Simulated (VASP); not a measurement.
Data:

```
MgS
1.0
    0.00000     2.58935     2.58935
    2.58935     0.00000     2.58935
    2.58935     2.58935     0.00000
Mg S
1 1
Direct
  0.00000   0.00000   0.00000
  0.50000   0.50000   0.50000
```

These are r2SCAN+rVV10, VASP's PBE PAW potentials (set 64) (plane waves; VASP) values and carry that method's errors. Settings: 520 eV cut-off, 10×10×10 Γ-centred mesh, tetrahedra with Blöchl corrections, potentials Mg S.

Q: Give the energies of bands 2 to 7 at the high-symmetry points, in eV from the valence-band maximum.

A: 
| band | Γ | X | U | L | W |
|---|---|---|---|---|---|
| 2 | 0.00 | -4.37 | -3.85 | -4.97 | -3.36 |
| 3 | 0.00 | -1.77 | -3.27 | -0.64 | -3.36 |
| 4 | 0.00 | -1.77 | -1.44 | -0.64 | -2.40 |
| 5 | 4.70 | 3.44 | 4.53 | 5.20 | 5.94 |
| 6 | 8.49 | 4.84 | 7.33 | 7.50 | 8.62 |
| 7 | 8.49 | 13.26 | 10.47 | 7.50 | 8.62 |

The gap is indirect, 3.44 eV, from the valence maximum at Γ to the conduction minimum at X.

The compound is MgS in the rock salt structure. It was relaxed first.
